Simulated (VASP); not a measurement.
These are PBE GGA, VASP's PBE PAW potentials (set 64) (plane waves; VASP) values and carry that method's errors.

VASP input:

**POSCAR**
```
BAs
1
    0.0000000000     2.4082175096     2.4082175096
    2.4082175096     0.0000000000     2.4082175096
    2.4082175096     2.4082175096     0.0000000000
B As
1 1
Direct
  0.0000000000   0.0000000000   0.0000000000
  0.2500000000   0.2500000000   0.2500000000
```

**INCAR**
```
SYSTEM = BAs
PREC = Accurate
ENCUT = 620
EDIFF = 1E-6
NELM = 100
ALGO = Normal
LREAL = .FALSE.
LASPH = .TRUE.
ISMEAR = 0
SIGMA = 0.05
GGA = PE
LMAXMIX = 4
LWAVE = .FALSE.
LCHARG = .FALSE.
IBRION = 2
ISIF = 3
NSW = 40
EDIFFG = -0.02
```

**KPOINTS**
```
K-points
0
G
 9 9 9
```

POTCAR, in this order: B As (PBE.64 set). Program: vasp_std.

### Question
What does the run give for the energy per atom (σ→0)?

### Answer

* **energy per atom (σ→0)**: -5.707 eV/atom

File OSZICAR:
```
...
DAV:   6    -0.114734022004E+02    0.53361E+00   -0.17536E+00   576   0.678E+00    0.237E+00
DAV:   7    -0.114201758265E+02    0.53226E-01   -0.18817E-01   792   0.264E+00    0.938E-01
DAV:   8    -0.114136005472E+02    0.65753E-02   -0.21290E-02   608   0.102E+00    0.113E-01
DAV:   9    -0.114139181933E+02   -0.31765E-03   -0.61996E-04   704   0.199E-01    0.636E-02
DAV:  10    -0.114141042093E+02   -0.18602E-03   -0.29833E-04   688   0.127E-01    0.160E-02
DAV:  11    -0.114141102731E+02   -0.60638E-05   -0.12336E-05   832   0.276E-02    0.131E-02
DAV:  12    -0.114141099487E+02    0.32445E-06   -0.24693E-06   576   0.112E-02
   1 F= -.11414110E+02 E0= -.11414110E+02  d E =-.114141E+02
```

The compound is BAs in the zinc blende structure. It was relaxed first.
